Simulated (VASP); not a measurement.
OSZICAR of a VASP run on PtS₂ (1T layered):

### OSZICAR
```
       N       E                     dE             d eps       ncg     rms          rms(c)
DAV:   1     0.158099537069E+03    0.15810E+03   -0.10539E+04  1224   0.132E+03
DAV:   2     0.287584097987E+02   -0.12934E+03   -0.12670E+03  1522   0.256E+02
DAV:   3     0.232199821825E+02   -0.55384E+01   -0.55091E+01  1585   0.604E+01
DAV:   4     0.231566341234E+02   -0.63348E-01   -0.63334E-01  1536   0.700E+00
DAV:   5     0.231553756098E+02   -0.12585E-02   -0.12584E-02  1599   0.921E-01    0.200E+01
DAV:   6     0.246057737477E+02    0.14504E+01   -0.21332E+01  1249   0.540E+01    0.121E+01
DAV:   7     0.233324612541E+02   -0.12733E+01   -0.30263E+00  1361   0.200E+01    0.423E+00
DAV:   8     0.233568009039E+02    0.24340E-01   -0.12844E-01  1515   0.340E+00    0.155E+00
DAV:   9     0.233538176513E+02   -0.29833E-02   -0.44873E-02  1438   0.189E+00    0.562E-01
DAV:  10     0.233420579684E+02   -0.11760E-01   -0.21356E-03  1389   0.603E-01    0.461E-01
DAV:  11     0.233591476373E+02    0.17090E-01   -0.53454E-03  1333   0.875E-01    0.212E-01
DAV:  12     0.233390422129E+02   -0.20105E-01   -0.44148E-03  1235   0.853E-01    0.486E-02
DAV:  13     0.233386842484E+02   -0.35796E-03   -0.13477E-04  1683   0.118E-01    0.395E-02
DAV:  14     0.233384084515E+02   -0.27580E-03   -0.17418E-04  1270   0.174E-01    0.183E-02
DAV:  15     0.233383790642E+02   -0.29387E-04   -0.35064E-05  1536   0.544E-02    0.120E-02
DAV:  16     0.233383721668E+02   -0.68974E-05   -0.53609E-06  1585   0.256E-02    0.876E-03
DAV:  17     0.233383668784E+02   -0.52884E-05   -0.23508E-06  1354   0.192E-02    0.574E-03
DAV:  18     0.233383661182E+02   -0.76022E-06   -0.64196E-07  1606   0.691E-03    0.112E-03
DAV:  19     0.233383660333E+02   -0.84843E-07   -0.28196E-07  1411   0.499E-03
   1 F= 0.23338366E+02 E0= 0.23338366E+02  d E =0.000000E+00
       N       E                     dE             ncg
       N       E                     dE             ncg
```

### Question
Which electronic solver shows in the log?

### Answer
It is blocked Davidson (ALGO = Normal, or the opening steps of other solvers). The INCAR had ALGO = Normal.

### Question
Can the final energy be trusted as converged?

### Answer
The calculation finished and met its thresholds. It stopped with EDIFF = 1E-7, NELM = 100 (revTPSS meta-GGA, plane waves, VASP's PBE PAW potentials (set 64)). Without a dispersion term in the relaxation, distances and binding between the weakly bound layers, chains or molecules are unreliable, and so is what depends on them.

The compound is PtS2 in the 1T layered structure. It was relaxed first, which changed the volume by +14 %.
